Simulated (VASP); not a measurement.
Input:

```yaml
crystal:
  lattice:
    - [-2.50799, 2.50799, 2.50799]
    - [2.50799, -2.50799, 2.50799]
    - [2.50799, 2.50799, -2.50799]
  atoms:
    - { symbol: Ba, position: [0.00000, 0.00000, 0.00000] }
```

Method: PBE GGA, VASP's PBE PAW potentials (set 64) (plane waves; VASP). Run with 300 eV cut-off, 8×8×8 Γ-centred mesh, Gaussian smearing of 0.10 eV, potentials Ba_sv.

Unless said otherwise, spin-orbit coupling is left out, though it shifts the bands of the heavy elements here.

Question: What does the run give for the energy per atom (σ→0), band gap (on the k-mesh) with the smallest direct gap where there is one?

Answer: 
```yaml
band gap (on the k-mesh): none (metal, semimetal or under 0.01 eV)
energy per atom (σ→0): -1.913 eV/atom
```

Total energies compare only between runs with the same potentials, cut-off and functional.

The structure is a typed Ba crystal. The cell was not relaxed at this level.
